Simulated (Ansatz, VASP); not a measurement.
# BiH3: VASP beside Ansatz, part 2 of 2

One calculation is typed for both programs; each brings its own data sets. How far apart do they land? The cell is generated by rule, not measured, and may not be a known phase. The cell is taken from a series of runs on this material, whose earlier steps may have relaxed, scaled, displaced or heated it; both programs get it as it stands.

VASP 6.6.1 and Ansatz 0.2.0.

So far: Starting point; Ansatz: zone-centre phonons, PBEsol.

## (3) VASP: zone-centre phonons, PBEsol

Level of this step: PBEsol; plane waves and PAW (Bi_d, H); invented cell (VASP).

The same cell, functional, mesh and smearing now go to VASP, with its own data sets.

Lines of VASP's logs that name or quote its potential files are left out, and so is its time.

Input file INCAR:

```
SYSTEM = BiH3
PREC = Accurate
ENCUT = 500
EDIFF = 1E-08
NELM = 120
ISMEAR = 1
SIGMA = 0.2
LREAL = .FALSE.
ALGO = Normal
GGA = PS
NBANDS = 15
LORBIT = 11
LWAVE = .FALSE.
LCHARG = .FALSE.
ISIF = 2
IBRION = 8
LASPH = .TRUE.
GGA_COMPAT = .FALSE.
KPAR = 2
```

Input file POSCAR:

```
BiH3
1.0
    4.1628261251      0.0000000000      0.0000000000
    0.0000000000      4.1628261251      0.0000000000
    0.0000000000      0.0000000000      4.1628261251
Bi H
1 3
Direct
    0.0000000000      0.0000000000      0.0000000000
    0.5000000000      0.0000000000      0.0000000000
    0.0000000000      0.5000000000      0.0000000000
    0.0000000000      0.0000000000      0.5000000000
```

Input file KPOINTS:

```
Automatic mesh
0
Gamma
12 12 12
0 0 0
```

PAW data sets: Bi_d and H (PBE family, release 64).

The run is started by

```bash
$ mpirun -np 2 vasp_std
```

Numbers of over 12 decimals in the logs are rounded to 6 here.

Log:

```text
[banner, memory and clock lines left out]
running    2 mpi-ranks, on    1 nodes
 distrk:  each k-point on    1 cores,    2 groups
 distr:  one band on    1 cores,    1 groups

 POSCAR found type information on POSCAR BiH
 POSCAR found :  2 types and       4 ions
|                                                                             |
|               ----> ADVICE to this user running VASP <----                  |
|                                                                             |
|     You enforced a specific xc type in the INCAR file but a different       |
|     [... a line on the potential file left out ...]
|     I HOPE YOU KNOW WHAT YOU ARE DOING!                                     |
|                                                                             |

 LDA part: xc-table for (Slater+PW92), standard interpolation
 POSCAR, INCAR and KPOINTS ok, starting setup
 FFT: planning ... GRIDC
 FFT: planning ... GRID_SOFT
 FFT: planning ... GRID
 WAVECAR not read
 entering main loop
       N       E                     dE             d eps       ncg     rms          rms(c)
DAV:   1     0.124087463026E+03    0.12409E+03   -0.88139E+03  2520   0.111E+03
DAV:   2    -0.381921796697E+01   -0.12791E+03   -0.12439E+03  2751   0.306E+02
DAV:   3    -0.125848037198E+02   -0.87656E+01   -0.87228E+01  3283   0.895E+01
DAV:   4    -0.127948739906E+02   -0.21007E+00   -0.21004E+00  2953   0.160E+01
DAV:   5    -0.128040646077E+02   -0.91906E-02   -0.91905E-02  3744   0.286E+00    0.400E+00
DAV:   6    -0.123720877325E+02    0.43198E+00   -0.33926E-01  3521   0.513E+00    0.181E+00
DAV:   7    -0.122795681889E+02    0.92520E-01   -0.28193E-01  2989   0.319E+00    0.369E-01
DAV:   8    -0.122828932186E+02   -0.33250E-02   -0.34199E-02  2891   0.228E+00    0.121E-01
DAV:   9    -0.122830765422E+02   -0.18332E-03   -0.34166E-03  3186   0.827E-01    0.603E-02
DAV:  10    -0.122836261900E+02   -0.54965E-03   -0.67791E-04  2716   0.149E-01    0.220E-02
DAV:  11    -0.122838268323E+02   -0.20064E-03   -0.33046E-04  2716   0.938E-02    0.156E-02
DAV:  12    -0.122838251786E+02    0.16537E-05   -0.16042E-05  3206   0.379E-02    0.617E-03
DAV:  13    -0.122838276172E+02   -0.24386E-05   -0.40140E-06  2809   0.956E-03    0.131E-03
DAV:  14    -0.122838279853E+02   -0.36808E-06   -0.11885E-06  2861   0.895E-03    0.837E-04
DAV:  15    -0.122838279589E+02    0.26329E-07   -0.38183E-08  3291   0.137E-03    0.442E-04
DAV:  16    -0.122838279433E+02    0.15629E-07   -0.36776E-08  2814   0.188E-03    0.174E-04
DAV:  17    -0.122838279527E+02   -0.94049E-08   -0.26635E-09  2394   0.438E-04
   1 F= -.12283828E+02 E0= -.12284430E+02  d E =0.180665E-02
 Linear response reoptimize wavefunctions to high precision
DAV:   1    -0.122838279552E+02   -0.25443E-08   -0.35943E-10  2331   0.134E-04
DAV:   2    -0.122838279553E+02   -0.39108E-10   -0.47147E-11  1659   0.647E-05
 Linear response DOF=           3
 Linear response progress:
  Degree of freedom:   1/  3
       N       E                     dE             d eps       ncg     rms          rms(c)
RMM:   1    -0.332812771593E+00   -0.33281E+00    0.11117E-01  7587   0.891E+00
RMM:   2    -0.339464745667E+00   -0.66520E-02   -0.18430E-02  9687   0.114E+00    0.102E-01
RMM:   3    -0.339173827477E+00    0.29092E-03   -0.13655E-03 10778   0.310E-01    0.602E-02
RMM:   4    -0.338721290765E+00    0.45254E-03   -0.14705E-04 10633   0.107E-01    0.586E-03
RMM:   5    -0.338738240460E+00   -0.16950E-04   -0.14925E-05 10904   0.330E-02    0.340E-03
RMM:   6    -0.338754585902E+00   -0.16345E-04   -0.41286E-06 10705   0.146E-02    0.679E-04
RMM:   7    -0.338752655330E+00    0.19306E-05   -0.76648E-07 11371   0.581E-03    0.381E-04
RMM:   8    -0.338745967899E+00    0.66874E-05   -0.20622E-07 10241   0.266E-03    0.711E-05
RMM:   9    -0.338746303720E+00   -0.33582E-06   -0.38840E-08 11552   0.105E-03    0.376E-05
RMM:  10    -0.338746304417E+00   -0.69622E-09    0.17236E-07 11109   0.471E-04    0.163E-05
RMM:  11    -0.338746167844E+00    0.13657E-06    0.43513E-07 11828   0.221E-04    0.525E-06
RMM:  12    -0.338746016244E+00    0.15160E-06    0.30504E-07 11643   0.122E-04    0.184E-06
RMM:  13    -0.338745993567E+00    0.22676E-07    0.14160E-07 11901   0.753E-05    0.100E-06
RMM:  14    -0.338745958340E+00    0.35228E-07    0.91757E-08 11303   0.549E-05    0.577E-07
RMM:  15    -0.338745947202E+00    0.11138E-07    0.32426E-08 10146   0.434E-05    0.220E-07
RMM:  16    -0.338745947622E+00   -0.42032E-09    0.17109E-08  7453   0.378E-05    0.123E-07
 first order change of Fermi-energy   0.65526E-03
 force on displaced ion       1 direction 1 :   4.007   0.000  -0.000
 Linear response progress:
  Degree of freedom:   2/  3
       N       E                     dE             d eps       ncg     rms          rms(c)
RMM:   1    -0.184711893643E-01   -0.18471E-01   -0.99266E-03 10403   0.781E-01
RMM:   2    -0.180875805680E-01    0.38361E-03   -0.22014E-03 10120   0.203E-01    0.137E-01
RMM:   3    -0.185984261657E-01   -0.51085E-03   -0.18558E-04 10673   0.868E-02    0.796E-02
RMM:   4    -0.198861688388E-01   -0.12877E-02   -0.13679E-04 10610   0.745E-02    0.594E-03
RMM:   5    -0.199486283545E-01   -0.62460E-04   -0.53808E-06 10525   0.165E-02    0.196E-03
RMM:   6    -0.199538152210E-01   -0.51869E-05   -0.66706E-07 10507   0.515E-03    0.748E-04
RMM:   7    -0.199586098170E-01   -0.47946E-05   -0.80651E-08 10290   0.187E-03    0.149E-04
RMM:   8    -0.199588859179E-01   -0.27610E-06   -0.89361E-09 11183   0.666E-04    0.896E-05
RMM:   9    -0.199587468057E-01    0.13911E-06    0.34600E-09 10089   0.319E-04    0.181E-05
RMM:  10    -0.199587906253E-01   -0.43820E-07    0.53598E-09 11574   0.115E-04    0.762E-06
RMM:  11    -0.199587477421E-01    0.42883E-07   -0.22721E-09 11256   0.386E-05    0.280E-06
RMM:  12    -0.199587600463E-01   -0.12304E-07    0.12627E-09 11805   0.133E-05    0.126E-06
RMM:  13    -0.199587520126E-01    0.80336E-08   -0.14892E-09 10577   0.739E-06    0.116E-07
 first order change of Fermi-energy  -0.95715E-03
 force on displaced ion       2 direction 1 :   6.026  -0.000   0.000
 Linear response progress:
  Degree of freedom:   3/  3
       N       E                     dE             d eps       ncg     rms          rms(c)
RMM:   1    -0.151677185972E-01   -0.15168E-01   -0.83722E-03 18679   0.440E-01
RMM:   2    -0.149989205440E-01    0.16880E-03   -0.26529E-04 17770   0.850E-02    0.550E-02
RMM:   3    -0.152538707352E-01   -0.25495E-03   -0.43410E-05 18277   0.369E-02    0.317E-02
RMM:   4    -0.157141195344E-01   -0.46025E-03   -0.38644E-05 18258   0.307E-02    0.254E-03
RMM:   5    -0.157498386057E-01   -0.35719E-04   -0.20718E-06 18909   0.101E-02    0.861E-04
RMM:   6    -0.157384801156E-01    0.11358E-04   -0.27860E-07 19052   0.315E-03    0.410E-04
RMM:   7    -0.157438725937E-01   -0.53925E-05   -0.88702E-08 17816   0.160E-03    0.721E-05
RMM:   8    -0.157433223685E-01    0.55023E-06   -0.67698E-09 19982   0.436E-04    0.391E-05
RMM:   9    -0.157431660230E-01    0.15635E-06   -0.21395E-09 18844   0.156E-04    0.934E-06
RMM:  10    -0.157432421038E-01   -0.76081E-07   -0.18889E-09 20613   0.531E-05    0.342E-06
RMM:  11    -0.157432225214E-01    0.19582E-07   -0.15977E-09 17743   0.254E-05    0.832E-07
RMM:  12    -0.157432234076E-01   -0.88618E-09   -0.38802E-10 19883   0.135E-05    0.332E-07
 first order change of Fermi-energy  -0.25517E-03
 force on displaced ion       2 direction 2 :   0.000  -0.795   0.000
 Linear response finished
```

From OUTCAR (step 3):

```text
ion  position               nearest neighbor table
   1  0.000  0.000  0.000-   2 2.08   3 2.08   4 2.08   4 2.08   3 2.08   2 2.08
   2  0.500  0.000  0.000-   1 2.08   1 2.08
   3  0.000  0.500  0.000-   1 2.08   1 2.08
   4  0.000  0.000  0.500-   1 2.08   1 2.08

  LATTYP: Found a simple cubic cell.
 ALAT       =     4.1628261251

 Subroutine GETGRP returns: Found 48 space group operations
 (whereof 48 operations were pure point group operations)

The static configuration has the point symmetry O_h .

 Found     84 irreducible k-points:

   k-points           NKPTS =     84   k-points in BZ     NKDIM =     84   number of bands    NBANDS=     15

   dimension x,y,z NGX =    30 NGY =   30 NGZ =   30
   dimension x,y,z NGXF=    60 NGYF=   60 NGZF=   60

   ENCUT  =  500.0 eV  36.75 Ry    6.06 a.u.   7.59  7.59  7.59*2*pi/ulx,y,z

   NELECT =      18.0000    total number of electrons

 k-points in reciprocal lattice and weights: Automatic mesh
   0.00000000  0.00000000  0.00000000       0.001
   0.08333333  0.00000000  0.00000000       0.003
   0.16666667  0.00000000  0.00000000       0.003
   0.25000000  0.00000000  0.00000000       0.003
   0.33333333  0.00000000  0.00000000       0.003
   0.41666667  0.00000000  0.00000000       0.003
   0.50000000  0.00000000  0.00000000       0.002
   0.08333333  0.08333333  0.00000000       0.007
   0.16666667  0.08333333  0.00000000       0.014
[...]
0.50000000  0.50000000  0.41666667       0.003
   0.50000000  0.50000000  0.50000000       0.001

 average (electrostatic) potential at core
       1-109.0931       2 -34.3183       3 -34.3183       4 -34.3183

  Total       -0.0494604     -0.0494604     -0.0494604      0.0000000      0.0000000     -0.0000000
  in kB       -1.0985076     -1.0985076     -1.0985076      0.0000000      0.0000000     -0.0000000
  external PRESSURE =      -1.0985076 kB  Pullay stress =       0.0000000 kB

  energy-cutoff  :      500.00
  volume of cell :       72.14
      direct lattice vectors                 reciprocal lattice vectors
     4.162826125  0.000000000  0.000000000     0.240221419  0.000000000  0.000000000
     0.000000000  4.162826125  0.000000000     0.000000000  0.240221419  0.000000000
     0.000000000  0.000000000  4.162826125     0.000000000  0.000000000  0.240221419

 POSITION                                       TOTAL-FORCE (eV/Angst)
 -----------------------------------------------------------------------------------
      0.00000      0.00000      0.00000         0.000000      0.000000      0.000000
      2.08141      0.00000      0.00000         0.000000      0.000000      0.000000
      0.00000      2.08141      0.00000         0.000000      0.000000      0.000000
      0.00000      0.00000      2.08141         0.000000      0.000000      0.000000
 -----------------------------------------------------------------------------------
    total drift:                                0.000000      0.000000      0.000000

 Eigenvectors and eigenvalues of the dynamical matrix
 ----------------------------------------------------

   1 f  =   14.299341 THz    89.845412 2PiTHz  476.974687 cm-1    59.137298 meV
             X         Y         Z           dx          dy          dz
      0.000000  0.000000  0.000000     0.002113   -0.098924   -0.000012
      2.081413  0.000000  0.000000    -0.000228    0.703436    0.000082
      0.000000  2.081413  0.000000    -0.015022    0.010663    0.000082
      0.000000  0.000000  2.081413    -0.015022    0.703436    0.000001

   2 f  =   14.299341 THz    89.845412 2PiTHz  476.974687 cm-1    59.137298 meV
             X         Y         Z           dx          dy          dz
      0.000000  0.000000  0.000000     0.095796    0.002049   -0.024685
      2.081413  0.000000  0.000000    -0.010326   -0.014568    0.175535
      0.000000  2.081413  0.000000    -0.681192   -0.000221    0.175535
      0.000000  0.000000  2.081413    -0.681192   -0.014568    0.002661

   3 f  =   14.299341 THz    89.845412 2PiTHz  476.974687 cm-1    59.137298 meV
             X         Y         Z           dx          dy          dz
      0.000000  0.000000  0.000000     0.024680    0.000516    0.095818
      2.081413  0.000000  0.000000    -0.002660   -0.003668   -0.681348
      0.000000  2.081413  0.000000    -0.175497   -0.000056   -0.681348
      0.000000  0.000000  2.081413    -0.175497   -0.003668   -0.010328

   4 f  =   13.661454 THz    85.837450 2PiTHz  455.697070 cm-1    56.499211 meV
             X         Y         Z           dx          dy          dz
      0.000000  0.000000  0.000000    -0.000000   -0.000000    0.000000
      2.081413  0.000000  0.000000    -0.000000   -0.690013    0.141162
      0.000000  2.081413  0.000000     0.062894    0.000000   -0.141162
      0.000000  0.000000  2.081413    -0.062894    0.690013   -0.000000

   5 f  =   13.661454 THz    85.837450 2PiTHz  455.697070 cm-1    56.499211 meV
             X         Y         Z           dx          dy          dz
      0.000000  0.000000  0.000000    -0.000000   -0.000000    0.000000
      2.081413  0.000000  0.000000    -0.000000    0.140431    0.692871
      0.000000  2.081413  0.000000    -0.014429   -0.000000   -0.692871
      0.000000  0.000000  2.081413     0.014429   -0.140431    0.000000

   6 f  =   13.661454 THz    85.837450 2PiTHz  455.697070 cm-1    56.499211 meV
             X         Y         Z           dx          dy          dz
      0.000000  0.000000  0.000000    -0.000000   -0.000000   -0.000000
      2.081413  0.000000  0.000000     0.000000   -0.064509   -0.001589
      0.000000  2.081413  0.000000    -0.704156    0.000000    0.001589
      0.000000  0.000000  2.081413     0.704156    0.064509    0.000000

   7 f/i=    0.011894 THz     0.074733 2PiTHz    0.396745 cm-1     0.049190 meV
             X         Y         Z           dx          dy          dz
      0.000000  0.000000  0.000000    -0.001796   -0.001408   -0.992817
      2.081413  0.000000  0.000000    -0.000124   -0.000098   -0.069290
      0.000000  2.081413  0.000000    -0.000125   -0.000097   -0.069290
      0.000000  0.000000  2.081413    -0.000125   -0.000098   -0.068611

   8 f/i=    0.011894 THz     0.074733 2PiTHz    0.396745 cm-1     0.049190 meV
             X         Y         Z           dx          dy          dz
      0.000000  0.000000  0.000000     0.629256   -0.767937   -0.000049
      2.081413  0.000000  0.000000     0.043486   -0.053595   -0.000003
      0.000000  2.081413  0.000000     0.043916   -0.053070   -0.000003
      0.000000  0.000000  2.081413     0.043916   -0.053595   -0.000003

   9 f/i=    0.011894 THz     0.074733 2PiTHz    0.396745 cm-1     0.049190 meV
             X         Y         Z           dx          dy          dz
      0.000000  0.000000  0.000000    -0.767935   -0.629255    0.002281
      2.081413  0.000000  0.000000    -0.053070   -0.043916    0.000159
      0.000000  2.081413  0.000000    -0.053595   -0.043486    0.000159
      0.000000  0.000000  2.081413    -0.053595   -0.043916    0.000158

  10 f/i=   38.468907 THz   241.707269 2PiTHz 1283.184604 cm-1   159.094543 meV
             X         Y         Z           dx          dy          dz
      0.000000  0.000000  0.000000     0.066261   -0.011350    0.000000
      2.081413  0.000000  0.000000    -0.983266   -0.002075   -0.000000
      0.000000  2.081413  0.000000     0.012112    0.168423    0.000000
      0.000000  0.000000  2.081413     0.012112   -0.002075   -0.000000

  11 f/i=   38.468907 THz   241.707269 2PiTHz 1283.184604 cm-1   159.094543 meV
             X         Y         Z           dx          dy          dz
      0.000000  0.000000  0.000000    -0.011350   -0.066261   -0.000000
      2.081413  0.000000  0.000000     0.168423   -0.012112   -0.000000
      0.000000  2.081413  0.000000    -0.002075    0.983266    0.000000
      0.000000  0.000000  2.081413    -0.002075   -0.012112    0.000000

  12 f/i=   38.468907 THz   241.707269 2PiTHz 1283.184604 cm-1   159.094543 meV
             X         Y         Z           dx          dy          dz
      0.000000  0.000000  0.000000     0.000000    0.000000   -0.067226
      2.081413  0.000000  0.000000    -0.000000   -0.000000   -0.012288
      0.000000  2.081413  0.000000    -0.000000   -0.000000   -0.012288
      0.000000  0.000000  2.081413     0.000000    0.000000    0.997586

 ELASTIC MODULI CONTR FROM IONIC RELAXATION (kBar)
 Direction    XX          YY          ZZ          XY          YZ          ZX
 --------------------------------------------------------------------------------
 XX           0.0000      0.0000      0.0000      0.0000      0.0000      0.0000
 YY           0.0000      0.0000      0.0000      0.0000      0.0000      0.0000
 ZZ           0.0000      0.0000      0.0000      0.0000      0.0000      0.0000
 XY           0.0000      0.0000      0.0000      0.0000      0.0000      0.0000
 YZ           0.0000      0.0000      0.0000      0.0000      0.0000      0.0000
 ZX           0.0000      0.0000      0.0000      0.0000      0.0000      0.0000
 --------------------------------------------------------------------------------
```

## (4) Differences

Known differences besides the potentials themselves: the cutoff is 420 eV in Ansatz and 500 eV in VASP; Ansatz makes its cores anew for this functional, VASP keeps those of its PBE data sets. Total energies have different zeros and are not compared.

Compared:

```csv
quantity,Ansatz,VASP,difference
"optical mode 1 to 3 (imaginary, printed as negative) (cm⁻¹)",-1284.0,-1283.2,-0.8
optical mode 4 to 6 (cm⁻¹),455.1,455.7,-0.13 %
optical mode 7 to 9 (cm⁻¹),476.4,477.0,-0.11 %
```

Modes are paired by rising frequency, not by their patterns, so a pair may set unlike modes beside each other; they are those without the splitting of longitudinal modes.

## (5) What came out

```yaml
r_m_s_difference_of_the_optical_zone_centre_modes_each_program_s_sorted_by_frequency_zone_centre_phonons_pbesol: 0.64 cm⁻¹
```

The r.m.s. difference of the optical zone-centre modes, each program's sorted by frequency is 0.64 cm⁻¹ (zone-centre phonons, PBEsol). How closely two codes agree says nothing of how well the functional describes the real material.

[Lines on the potential files, build, host, timing and source positions are cut from VASP's logs without a mark.]

[Logs are printed without paths, hosts, clocks, repeated set-up lines and the standing remarks that a program may print on its own settings, such as how far it seeks lower states.]

[Hosts, paths, dates, database ids (printed as entryN), source tags and the programs' standing remarks are cut or masked in the printed files.]
